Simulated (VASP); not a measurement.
Ti, 1 atom in the cell. It takes space group Im-3m (No. 229, cubic). Conventional cell: a = 3.282 Å, b = 3.282 Å, c = 3.282 Å, α = 90.00°, β = 90.00°, γ = 90.00°. Ti (site symmetry m-3m) is surrounded by 8 Ti at 2.84 Å. This isn't the form of Ti at room conditions, which is hcp.

| Quantity | Value |
| --- | --- |
| Program | VASP 6.6.1 |
| Task | relaxation of cell and atoms |
| Functional | PBEsol |
| Potentials or basis | VASP PAW PBE potentials, release 64 (Ti_sv) |
| Cutoff | 600 eV |
| k mesh | 18 × 18 × 18 |
| Occupations | gaussian, width 0.1 eV |
| Spin | no spin polarisation |
| Dipole correction | no |
| Further INCAR settings | ALGO = Normal; EDIFF = 1e-06; IBRION = 2; EDIFFG = -0.005; NSW = 100; ISIF = 3 |

Potentials or basis: VASP PAW PBE potentials, release 64 (Ti_sv).

Launch:

```bash
$ cat potpaw_PBE.64/Ti_sv/POTCAR > POTCAR
$ mpirun -np 1 vasp_std > vasp.out
```

Hardware: 1 thread of AMD EPYC 7R13 Processor (Zen 3), with other jobs on the host.

Question: Estimate the wall time of this run.

Answer: Run time: 100 s on 1 thread of AMD EPYC 7R13 Processor (Zen 3) (shared host), peak memory 0.15 GiB. Counts: scf iterations 31, k points 195, ion steps 3.
